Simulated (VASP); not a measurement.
Data:

```
CELL_PARAMETERS angstrom
      0.00000     2.98614     2.98614
      2.98614     0.00000     2.98614
      2.98614     2.98614     0.00000
ATOMIC_POSITIONS crystal
  Al 0.25000 0.25000 0.25000
  Al 0.75000 0.75000 0.75000
  Pt 0.00000 0.00000 0.00000
```

These are LDA (Ceperley-Alder, Perdew-Zunger), VASP's LDA PAW potentials (set 64) (plane waves; VASP) values and carry that method's errors. Run with 520 eV cut-off, 9×9×9 Γ-centred mesh, first-order Methfessel-Paxton smearing of 0.10 eV, potentials Al Pt.

Q: Give the stress tensor in GPa (positive for a compressed cell).

A: 
```
-7.52   0.00   0.00
 0.00  -7.52   0.00
 0.00   0.00  -7.52
```
The pressure is its mean diagonal, -7.52 GPa.

The compound is PtAl2 in the fluorite structure. This cell is one point of a volume scan, at 1.06 of the reference volume.
